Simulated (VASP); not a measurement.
The input files of a VASP run:

**POSCAR**
```
KI
1
    0.0000000000     3.5350000000     3.5350000000
    3.5350000000     0.0000000000     3.5350000000
    3.5350000000     3.5350000000     0.0000000000
K I
1 1
Direct
  0.0000000000   0.0000000000   0.0000000000
  0.5000000000   0.5000000000   0.5000000000
```

**KPOINTS**
```
K-points
0
gamma
  6 6 6
```

INCAR:
```
ALGO=Normal
EDIFF=1E-6
ENCUT=300
GGA=PE
ISIF=2
ISMEAR=-1
LASPH=T
LCHARG=F
LMAXMIX=4
LREAL=F
LWAVE=F
NELM=100
PREC=Accurate
SIGMA=0.05
SYSTEM=KI
```

POTCAR, in this order: K_sv I (PBE.64 set). Program: vasp_std.

### Question
Translate this PBE calculation to Quantum ESPRESSO's pw.x.

### Answer
One equivalent input (not run):
```
&CONTROL
  calculation = 'scf'
  pseudo_dir = './pseudo'
  outdir = './out'
  tprnfor = .true.
  tstress = .true.
/
&SYSTEM
  ibrav = 0
  nat = 2
  ntyp = 2
  ecutwfc = 74
  occupations = 'smearing'
  smearing = 'fermi-dirac'
  degauss = 0.003675
  input_dft = 'pbe'
/
&ELECTRONS
  conv_thr = 7.3e-08
  electron_maxstep = 100
/
ATOMIC_SPECIES
  K 39.098 K.upf
  I 126.904 I.upf
CELL_PARAMETERS angstrom
     0.0000000    3.5350000    3.5350000
     3.5350000    0.0000000    3.5350000
     3.5350000    3.5350000    0.0000000
ATOMIC_POSITIONS crystal
  K    0.0000000  0.0000000  0.0000000
  I    0.5000000  0.5000000  0.5000000
K_POINTS automatic
  6 6 6 0 0 0
```
What does not carry over: the potentials are each code's own (VASP's PAW set, PseudoDojo norm-conserving files in pw.x), so ENCUT and ecutwfc are chosen apart and not converted; conv_thr bounds pw.x's estimated SCF error, while EDIFF bounds the energy change between steps.

The structure is a typed KI crystal. The cell was not relaxed at this level.
